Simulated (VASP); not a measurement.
Input:

```xyz
2
Lattice="0.0000 3.3025 3.3025 3.3025 0.0000 3.3025 3.3025 3.3025 0.0000" Properties=species:S:1:pos:R:3 pbc="T T T"
K      3.3025     3.3025     0.0000
Br     3.3025     3.3025     3.3025
```

These are vdW-DF-cx, VASP's PBE PAW potentials (set 64) (plane waves; VASP) values and carry that method's errors. Run with 520 eV cut-off, 8×8×8 Γ-centred mesh, tetrahedra with Blöchl corrections, potentials K_sv Br.

Task: What does the run give for the energy per atom (σ→0), band gap (on the k-mesh) with the smallest direct gap where there is one?

Result: 
- band gap (on the k-mesh): 4.51 eV
- smallest direct gap (on the k-mesh): 4.51 eV
- energy per atom (σ→0): -1.159 eV/atom

Only differences to runs with the same potentials and settings are physical.

The compound is KBr in the rock salt structure. It was relaxed first.
